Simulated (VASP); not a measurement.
**TaAs in VASP: the effect of functional**

Slab: TaAs, a slab with vacuum.

```xyz
8
Lattice="3.4436 0.0000 0.0000 0.0000 3.4436 0.0000 0.0000 0.0000 24.7721" Properties=species:S:1:pos:R:3 pbc="T T T"
Ta    1.7218    1.7218    7.5000
Ta    0.0000    1.7218   10.4340
Ta    0.0000    0.0000   13.3679
Ta    1.7218    0.0000   16.3019
As    0.0000    0.0000    8.4701
As    1.7218    0.0000   11.4041
As    1.7218    1.7218   14.3381
As    0.0000    1.7218   17.2721
```

Alike in all runs:

```yaml
Program: VASP 6.6.1
Task: work function
Cutoff: 520 eV
k_mesh: 6 × 6 × 1
Occupations: fermi-dirac, width 0.05 eV
Spin: no spin polarisation
```

```tsv
functional	potentials or basis	largest force (eV/Å)	work function (eV)
LDA	VASP PAW LDA potentials, release 64 (Ta_pv, As)	1.49	5.24
PBE	VASP PAW PBE potentials, release 64 (Ta_pv, As)	0.94	4.98
PBEsol	VASP PAW PBE potentials, release 64 (Ta_pv, As)	1.26	5.05
RPBE	VASP PAW PBE potentials, release 64 (Ta_pv, As)	0.96	4.88
revPBE	VASP PAW PBE potentials, release 64 (Ta_pv, As)	0.96	4.88
BLYP	VASP PAW PBE potentials, release 64 (Ta_pv, As)	1.11	4.70
PW91	VASP PAW PBE potentials, release 64 (Ta_pv, As)	?	?
```

What does the run with functional PW91 give?

Largest force 0.97 eV/Å; work function 5.03 eV.

Caveats: the PAW data sets were made with another functional, which shifts forces and pressure a little (some runs).
